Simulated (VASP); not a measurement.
Calculation: TPSS meta-GGA, VASP's PBE PAW potentials (set 64) (plane waves; VASP).

VASP input:

### POSCAR
```
PbTe
1.0
  0.0000000000   3.2300000000   3.2300000000
  3.2300000000   0.0000000000   3.2300000000
  3.2300000000   3.2300000000   0.0000000000
Te Pb
1 1
Cartesian
  3.2300000000   3.2300000000   3.2300000000
  0.0000000000   0.0000000000   0.0000000000
```

**INCAR**
```
! general
SYSTEM   =  PbTe
PREC     =  Accurate
ENCUT    =  520   ! plane-wave cut-off (eV)
LREAL    =  .FALSE.   ! projection in real space or not
LASPH    =  .TRUE.   ! aspherical one-centre terms

! electronic loop
EDIFF    =  1E-6
NELM     =  100
ALGO     =  Normal
LMAXMIX  =  4
LMIXTAU  =  .TRUE.

! smearing
ISMEAR   =  0
SIGMA    =  0.05   ! width (eV)

! functional
METAGGA  =  TPSS

! ions
IBRION   =  2   ! conjugate gradients
NSW      =  60
ISIF     =  3   ! ions, shape and volume
EDIFFG   =  -0.01   ! ionic stop

! output
LWAVE    =  .FALSE.
LCHARG   =  .FALSE.
```

File KPOINTS:
```
Automatic
0
Gamma
 7 7 7
```

POTCAR, in this order: Te Pb_d (PBE.64 set). Program: vasp_std.

Task: What will the output report for the number of irreducible k-points (NKPTS), largest plane-wave count, number of space-group operations, FFT grid (NGX, NGY, NGZ)?

Result: 
```json
{
 "number of irreducible k-points (NKPTS)": "20",
 "largest_plane_wave_count": "1837",
 "number_of_space_group_operations": "48",
 "FFT grid (NGX, NGY, NGZ)": "36 × 36 × 36"
}
```

The compound is PbTe in the rock salt structure. This run relaxes it. Symmetry was kept, so distortions that lower it aren't found.
